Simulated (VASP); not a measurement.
Consider the following.

```yaml
crystal:
  lattice:
    - [4.20240, 0.00000, 0.00000]
    - [0.00000, 4.20240, 0.00000]
    - [0.00000, 0.00000, 4.20240]
  atoms:
    - { symbol: Cs, position: [0.00000, 0.00000, 0.00000] }
    - { symbol: Cl, position: [0.50000, 0.50000, 0.50000] }
```

These are PBE GGA, VASP's PBE PAW potentials (set 64) (plane waves; VASP) values and carry that method's errors. Numerical set-up: 400 eV cut-off, 11×11×11 Γ-centred mesh, Gaussian smearing of 0.050 eV, potentials Cs_sv Cl.

Gaps are read on the run's mesh, which can miss a band edge. Unless said otherwise, spin-orbit coupling is left out, though it shifts the bands of the heavy elements here.

Q: What does the run give for the energy per atom (σ→0), band gap (on the k-mesh) with the smallest direct gap where there is one?

A: 
The band gap (on the k-mesh) is 5.01 eV and the smallest direct gap (on the k-mesh) is 5.01 eV. The energy per atom (σ→0) is -3.271 eV/atom.

The absolute energy has meaning only against runs of the same code, potentials and settings.

The compound is CsCl in the CsCl type structure. The cell was not relaxed at this level. The run is one of a series of settings (KPOINTS 11×11×11 Γ-centred mesh against the base run), some of them coarse on purpose.
